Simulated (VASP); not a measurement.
Input of a VASP 6.6.1 run:

INCAR

```
PREC = Accurate ; ENCUT = 400
EDIFF = 1E-7 ; ISMEAR = 0
SIGMA = 0.02 ; LREAL = False
LASPH = True ; NELM = 120
ALGO = Fast ; ISIF = 2
LWAVE = False ; LCHARG = False
ISPIN = 2 ; MAGMOM = 2 0
LORBIT = 11 ; LMAXMIX = 4
GGA = PE ; NBANDS = 19
```

Contents of KPOINTS:

```
regular mesh
0
Gamma
  9 9 9
```

File POSCAR:

```
NiO
1.0
    1.4381403700      0.8303107300      2.3308059600
   -1.4381403700      0.8303107300      2.3308059600
    0.0000000000     -1.6606214600      2.3308059600
Ni O
1 1
Direct
    1.0000000000      0.0000000000      0.0000000000
    0.5000000000      0.5000000000      0.5000000000
```

Potentials or basis: VASP PAW PBE potentials, release 64 (Ni, O).

Launch:

```console
$ cat potpaw_PBE.64/Ni/POTCAR potpaw_PBE.64/O/POTCAR > POTCAR
$ mpirun -np 1 vasp_std > vasp.out
```

Task: What does it give for the band gap on the k mesh?

Result: None (metal or under the smearing width).

Task: What does it give for the site moments?

Result: Ni +1.15; O +0.20 μB.

Task: What does it give for the net moment?

Result: 1.37 μB per cell.

Caveat: a cell with one magnetic atom can't hold antiferromagnetic order, which such compounds often take; semilocal functionals often make such compounds metallic where correlation or magnetic order opens a gap, which also shifts bond lengths. With open d or f shells a metallic result of PBE can be an artefact of self-interaction; +U or a hybrid may open a gap.
